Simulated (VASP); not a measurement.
Calculation: PBEsol GGA, VASP's PBE PAW potentials (set 64) (plane waves; VASP).

A VASP calculation is set up with these files.

File POSCAR:
```
Fe
1
   -1.3927678589     1.3927678589     1.3927678589
    1.3927678589    -1.3927678589     1.3927678589
    1.3927678589     1.3927678589    -1.3927678589
Fe
1
Direct
  0.0000000000   0.0000000000   1.0000000000
```

**KPOINTS**
```
Automatic mesh
0
G
 16 16 16
0 0 0
```

### INCAR
```
EDIFF=1E-6   ! SCF stop (eV)
ENCUT=480   ! plane-wave cut-off (eV)
SIGMA=0.1
SYSTEM=Fe
LCHARG=.FALSE.
ISIF=3   ! ions, shape and volume
MAGMOM=2.1
GGA=PS   ! PBEsol
LWAVE=.FALSE.
EDIFFG=-0.01
ALGO=Normal   ! blocked Davidson
ISPIN=2
LORBIT=10
ISMEAR=1   ! Methfessel-Paxton
PREC=Accurate
IBRION=2   ! conjugate gradients
NELM=100   ! most electronic steps
LASPH=.TRUE.
LREAL=.FALSE.   ! projection in real space or not
NSW=60   ! most ionic steps
LMAXMIX=4   ! l cut-off of mixed one-centre charges
```

POTCAR, in this order: Fe (PBE.64 set). Program: vasp_std.

Output

File OSZICAR:
```
       N       E                     dE             d eps       ncg     rms          rms(c)
DAV:   1     0.127853515214E+02    0.12785E+02   -0.39932E+03  5516   0.104E+03
DAV:   2    -0.986572510876E+01   -0.22651E+02   -0.21140E+02  5286   0.124E+02
DAV:   3    -0.101491040564E+02   -0.28338E+00   -0.28251E+00  5857   0.189E+01
DAV:   4    -0.101504273663E+02   -0.13233E-02   -0.13232E-02  5748   0.119E+00
DAV:   5    -0.101504388391E+02   -0.11473E-04   -0.11473E-04  5688   0.997E-02    0.126E+01
DAV:   6    -0.899135889262E+01    0.11591E+01   -0.13407E+01  5503   0.598E+01    0.508E+00
DAV:   7    -0.893321980716E+01    0.58139E-01   -0.68807E-01  5508   0.132E+01    0.318E+00
DAV:   8    -0.892482275306E+01    0.83971E-02   -0.59124E-03  6473   0.653E-01    0.143E+00
DAV:   9    -0.891630224760E+01    0.85205E-02   -0.55401E-03  6554   0.606E-01    0.375E-01
DAV:  10    -0.891629761998E+01    0.46276E-05   -0.99016E-04  6211   0.360E-01    0.124E-01
DAV:  11    -0.891628336053E+01    0.14259E-04   -0.90836E-05  5501   0.150E-01    0.291E-02
DAV:  12    -0.891628394204E+01   -0.58151E-06   -0.20906E-06  4277   0.243E-02
   1 F= -.89162839E+01 E0= -.89161840E+01  d E =-.891628E+01  mag=     2.0922
```

File OUTCAR:
```
------------------------ aborting loop because EDIFF is reached ----------------------------------------
  FORCE on cell =-STRESS in cart. coord.  units (eV):
  Direction    XX          YY          ZZ          XY          YZ          ZX
  --------------------------------------------------------------------------------------
  Total       -0.0093257     -0.0093257     -0.0093257      0.0000000      0.0000000     -0.0000000
  in kB       -1.3826028     -1.3826028     -1.3826028      0.0000000      0.0000000     -0.0000000
  external PRESSURE =      -1.3826028 kB  Pullay stress =       0.0000000 kB
  volume of cell :       10.81
      direct lattice vectors                 reciprocal lattice vectors
    -1.392767859  1.392767859  1.392767859     0.000000000  0.358997371  0.358997371
     1.392767859 -1.392767859  1.392767859     0.358997371  0.000000000  0.358997371
     1.392767859  1.392767859 -1.392767859     0.358997371  0.358997371  0.000000000
 POSITION                                       TOTAL-FORCE (eV/Angst)
 -----------------------------------------------------------------------------------
      0.00000      0.00000      0.00000         0.000000      0.000000      0.000000
 -----------------------------------------------------------------------------------
    total drift:                                0.000000     -0.000000      0.000000
  FREE ENERGIE OF THE ION-ELECTRON SYSTEM (eV)
  ---------------------------------------------------
  free  energy   TOTEN  =        -8.9162839420 eV

  energy  without entropy=       -8.9159841790  energy(sigma->0) =       -8.91618402

 total charge

# of ion       s       p       d       tot
------------------------------------------
    1        0.512   0.590   6.280   7.382

 magnetization (x)

# of ion       s       p       d       tot
------------------------------------------
    1       -0.012  -0.047   2.132   2.072

 reached required accuracy - stopping structural energy minimisation
```
(Selected blocks of OUTCAR.)

The compound is Fe in the bcc structure. It was relaxed first, which changed the volume by -9 %. The start is the result of an earlier pass.
